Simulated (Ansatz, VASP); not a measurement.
# Cross-check of HfB2 between VASP and Ansatz, part 2 of 2

Aim: how closely do two programs agree when they are given the same cell, functional and k mesh? The cell is taken from a series of runs on this material, whose earlier steps may have relaxed, scaled, displaced or heated it; both programs get it as it stands.

VASP 6.6.1 and Ansatz 0.2.0.

So far: The starting structure; VASP: zone-centre phonons, PBEsol.

## Step 3: Ansatz: zone-centre phonons, PBEsol

Level of this step: Ansatz beside VASP: Kohn-Sham DFT, plane waves, PBEsol (Ansatz).

Ansatz runs on its PAW soft_1 files.

The same cell, functional, mesh and smearing now go to Ansatz, which takes its cutoff from its data sets.

input.yaml reads:

```yaml
crystal:
  lattice:
    - [3.0680830991, 0.0, 0.0]
    - [-1.5340415496, 2.6570379047, 0.0]
    - [0.0, 0.0, 3.3663493846]
  atoms:
    - { symbol: B, position: [0.3333333333, 0.6666666667, 0.5] }
    - { symbol: B, position: [0.6666666667, 0.3333333333, 0.5] }
    - { symbol: Hf, position: [0.0, 0.0, 0.0] }
kpoints:
  mp_grid: { grid: [15, 15, 12] }
hamiltonian:
  xc: pbesol
  pseudopotentials: { kind: paw, azcp: { folder: soft_1 }, xc_functional: pbe }
scf:
  occupations: { method: methfessel_paxton, width: 0.2 }
output:
  eigenvalues: true
phonons:
  method: dfpt
```

Command:

```
$ ansatz run input.yaml --threads 4 --pin off --max-ram 10240MiB --backend cpu --events-out ev --progress --plain --runs-dir out
```

Numbers of over 12 decimals in the logs are rounded to 6 here.

Output:

```text
zone centre: on kpoints.mp_grid the ground state, and the responses unless they are solved on pairs of k-points, stand on 448 of the mesh's 2700 k-points, reduced under 4 symmetry operations, with k and −k counted as one. Each operation leaves every solved displacement unchanged or reverses it
Engine: ansatz 0.2.0, aarch64-unknown-linux-gnu
Pseudopotentials: kind: paw
Pseudopotential: B, paw, valence charge 3, recommended cutoff 420 eV (normal), soft_1/B.paw.azcp
Pseudopotential: Hf, paw, valence charge 26, recommended cutoff 420 eV (normal), soft_1/Hf.paw.azcp
Functional definition: PBEsol
  exchange = pbesol_x
  correlation = pbesol_c
Crystal: 3 atoms, lattice volume = 27.443 Å³
Basis set: ecut = 420 eV, 563 PW (Γ), exchange–correlation on 48×48×48 points (8 copies of the dense FFT grid, shifted against one another)
Bands: 20, of which v1, the nominal top of the filled ones, is band 16 counted from 1 (15 counted from 0)
Symmetry: 24 space group operations
k-points: 448 of 2700 (irreducible under 4 space group operations, time reversal used)
Non-local potential: B, projectors of the file, l = 0: 2, l = 1: 2, l = 2: 1
Non-local potential: Hf, projectors of the file, l = 0: 3, l = 1: 2, l = 2: 2, l = 3: 3
PAW form: soft (Blöchl's): semilocal exchange-correlation on the pseudo side does not see the compensation charge
PAW frozen core: B, regenerated for the run's functional, and the local potential with it (the file was generated under x = pbe(κ = 0.804, μ = 0.219515), c = pbe(β = 0.066725))
PAW frozen core: Hf, regenerated for the run's functional, and the local potential with it (the file was generated under x = pbe(κ = 0.804, μ = 0.219515), c = pbe(β = 0.066725))
PAW one-centre angular grid: B, 110 points (default); XC on 64 Gauss nodes
PAW one-centre angular grid: Hf, 590 points (default); XC on 64 Gauss nodes
Initial density: superposition of atomic densities (chi_scale 0.1, normalization cell, long waves kept (reshape's long-wave potential 0.00 eV rms))
Initial wavefunctions: pseudopotential atomic-orbital guess
Functional: x = pbesol(κ = 0.804, μ = 0.123457), c = pbesol(β = 0.046)
SCF iter   1: F=—  HF=-15907.953638 eV  |F-HF|=—  |Δ(HF+E_count)|=         —  Δρ=7.10e-2  dr2=2.10e0  ethr=3.10e-3  ⟨swp⟩=4.6  Hψ=35738  notcnv=0
preconditioner: auto → none  [insulator: Δε(μ)=0.191 eV  Ē_g=16.809 eV  σ=0.200 eV  W_gap=0.57  n_scr=8 (ndim 8)  ℏωp=38.8 eV  f_vac=0.000  D(μ)=0.23/eV (n_scr^D=0)  ε∞_Penn≈6.3]
SCF iter   2: F=—  HF=-15907.385706 eV  |F-HF|=—  |Δ(HF+E_count)|=   5.68e-1  S|Δr|=    0.00e0  Δρ=2.66e-2  dr2=2.65e-1  ethr=3.10e-3  ⟨swp⟩=2.8  Hψ=21309  notcnv=0
SCF iter   3: F=—  HF=-15907.285623 eV  |F-HF|=—  |Δ(HF+E_count)|=   1.00e-1  S|Δr|=    0.00e0  Δρ=1.09e-2  dr2=1.49e-2  ethr=8.29e-4  ⟨swp⟩=2.0  Hψ=19583  notcnv=0
SCF iter   4: F=—  HF=-15907.287718 eV  |F-HF|=—  |Δ(HF+E_count)|=   2.09e-3  S|Δr|=    0.00e0  Δρ=3.70e-3  dr2=1.32e-3  ethr=4.65e-5  ⟨swp⟩=2.4  Hψ=18936  notcnv=0
SCF iter   5: F=—  HF=-15907.288658 eV  |F-HF|=—  |Δ(HF+E_count)|=   9.40e-4  S|Δr|=    0.00e0  Δρ=4.19e-4  dr2=2.74e-5  ethr=4.11e-6  ⟨swp⟩=2.1  Hψ=14122  notcnv=0
SCF iter   6: F=—  HF=-15907.288675 eV  |F-HF|=—  |Δ(HF+E_count)|=   1.72e-5  S|Δr|=    0.00e0  Δρ=1.42e-4  dr2=1.79e-6  ethr=8.57e-8  ⟨swp⟩=2.0  Hψ=16176  notcnv=0
SCF iter   7: F=—  HF=-15907.288674 eV  |F-HF|=—  |Δ(HF+E_count)|=   1.17e-6  S|Δr|=    0.00e0  Δρ=4.59e-5  dr2=3.48e-7  ethr=5.58e-9  ⟨swp⟩=2.0  Hψ=16129  notcnv=0
SCF iter   8: F=—  HF=-15907.288674 eV  |F-HF|=—  |Δ(HF+E_count)|=   1.15e-7  S|Δr|=    0.00e0  Δρ=8.16e-6  dr2=1.04e-8  ethr=1.09e-9  ⟨swp⟩=2.0  Hψ=14370  notcnv=0
SCF iter   9: F=—  HF=-15907.288674 eV  |F-HF|=—  |Δ(HF+E_count)|=   2.81e-9  S|Δr|=    0.00e0  Δρ=2.69e-7  dr2=3.37e-11  ethr=3.27e-11  ⟨swp⟩=2.0  Hψ=16164  notcnv=0
SCF iter  10: F=-15907.288674 eV  HF=-15907.288674 eV  |F-HF|=3.64e-12  |Δ(HF+E_count)|=    0.00e0  S|Δr|=    0.00e0  Δρ=5.74e-8  dr2=4.48e-13  ethr=1.00e-12  ⟨swp⟩=6.0  Hψ=43773  notcnv=0
the search or the solves at the SCF's close seem to have found levels that the self-consistency loop had missed (the run counts 2). By its estimate they hold under 1e-12 electrons; where the run keeps them, the occupations were computed again with them
SCF 1 converged in 10 iterations: F = -15907.288674 eV  dr2 = 4.48e-13
  greatest PAW one-centre occupation: 0.998 electrons in one spin orbital (limit 2), on the Hf atom at site 2 (counted from 0), in its partial waves of l = 0
DFPT response loops at Γ: preconditioner auto → Kerker (q_TF=auto, 2.799 Å⁻¹) (partly filled bands, converged f_vac=0.000); β = 1.00, the filter's whole step (`scf.mixing.beta` (0.50) is not read by the response loops under this deck's `scf.mixing.preconditioner`; to damp them name `kerker` or `kerker_dos`, under which they read `scf.mixing.beta`, and type it under 1.00, their step now; both keys bind the ground state too); Broyden in place of MSR1
SCF converged after 10 iterations
Stability not checked: this state was not tested for a lower state beside it, because cold or Methfessel-Paxton smearing, or corrected tetrahedra, fill the levels in a way that the test cannot read (fill_not_monotonic; see scf.lower_state_search)
Free energy (F): -15907.288674 eV
Harris-Foulkes:  -15907.288674 eV  (|F-HF|=3.64e-12)
Internal energy: -15907.289017 eV  (E = F + TS)
E sigma→0 (E₀):  -15907.288760 eV
Entropy (-TS):   0.000343 eV (0.114 meV/atom)
Fermi energy:    20.666825 eV
--- Per-component energies (eV) ---
  E_band       = 138.190239
  E_kinetic    = 519.513463
  E_local      = -6306.243386  (includes V_loc(G=0)·N_el)
  E_nonlocal   = 82.571233
  E_hartree    = 3126.553136
  E_xc         = -335.139961
  E_vxc        = -338.732073  (∫ρ·V_xc dr)
  E_paw        = -7728.755419  (= ΣΔE_a)
  E_vpaw       = -72.025381  (= ΣTr[D̂ρ^β])
  E_aug_tail   = 0.000054  (compensation charges beyond the density's cutoff)
  E_ewald      = -5267.068615
  E_core_change = 1.280478  (= ΣΔE_core)
  E_smearing   = 0.000343  (= −TS)
  E_closure    = -0.000000  (closes the sum)
  Σ components = -15907.288674   (vs F -15907.288674, Δ=0.00e0)
--- Band table (eV; the first three rows and the last of 448) ---
  k-point 0: bands = [... 12 lower, 17.4250, 17.4901, 17.4901, 18.0840, 24.9964, 24.9964, 25.8005, 25.8005]
  k-point 1: bands = [... 12 lower, 16.6347, 17.5696, 17.5696, 18.8392, 24.0371, 24.0371, 25.5247, 25.5247]
  k-point 2: bands = [... 12 lower, 15.5481, 17.8040, 17.8040, 19.8474, 22.9264, 22.9264, 24.8069, 24.8069]
  k-point 447: bands = [... 12 lower, 13.1342, 15.3907, 16.1158, 17.5851, 25.1304, 26.2913, 26.5606, 27.7621]
--- Phonons (Γ-DFPT): 4 representative perturbations + reference, on 448 of 2700 k-points (Σ response iterations 12) ---
  k mesh reduced under 4 symmetry operations, with k and −k counted as one. Each operation leaves every solved displacement unchanged or reverses it
  ASR residual: 1.149e-5 → 0.000e0 eV/Å²; symmetrization residual: 9.674e-7 eV/Å²
  ASR residual per site (eV/Å²): 8.69e-6 8.69e-6 1.15e-5
  Γ frequencies (cm⁻¹): 0.00 0.00 0.00 490.28 490.28 532.55 602.46 889.29 889.29
  non-analytic LO–TO correction: not included (Born effective charges unavailable; polar crystals: no LO–TO splitting at Γ)
```

## Step 4: Differences

Known differences besides the potentials themselves: the data sets hold 32 valence electrons in Ansatz (on its PAW soft_1 files) and 16 in VASP; the cutoff is 420 eV in Ansatz and 500 eV in VASP; Ansatz makes its cores anew for this functional, VASP keeps those of its PBE data sets. Total energies have different zeros and are not compared.

The two programs side by side:

```csv
quantity,Ansatz,VASP,difference
optical mode 1 to 2 (cm⁻¹),490.3,492.1,-0.37 %
optical mode 3 (cm⁻¹),532.5,534.4,-0.34 %
optical mode 4 (cm⁻¹),602.5,604.3,-0.30 %
optical mode 5 to 6 (cm⁻¹),889.3,894.5,-0.59 %
```

Modes are paired by rising frequency, not by their patterns, so a pair may set unlike modes beside each other; they are those without the splitting of longitudinal modes.

## Step 5: Summary of results

| Property | Result |
| --- | --- |
| r.m.s. difference of the optical zone-centre modes, each program's sorted by frequency (zone-centre phonons, PBEsol) | 3.4 cm⁻¹ |
| difference in optical mode 5 to 6 (zone-centre phonons, PBEsol) | -0.6 % |

What this shows: The r.m.s. difference of the optical zone-centre modes, each program's sorted by frequency is 3.4 cm⁻¹ (zone-centre phonons, PBEsol). The data sets hold unlike numbers of valence electrons (32 in Ansatz and 16 in VASP), so part of the differences comes from the potentials. Among the rows given in per cent, the largest difference of the zone-centre phonons, PBEsol pair is in optical mode 5 to 6, -0.6 %. Such differences can come from data sets, numerical settings and the points named under the comparisons, not from the functional's error against experiment.

[Lines on the potential files, build, host, timing and source positions are cut from VASP's logs without a mark.]

[Logs are printed without paths, hosts, clocks, repeated set-up lines and the standing remarks that a program may print on its own settings, such as how far it seeks lower states.]

[Hosts, paths, dates, database ids (printed as entryN), source tags and the programs' standing remarks are cut or masked in the printed files.]
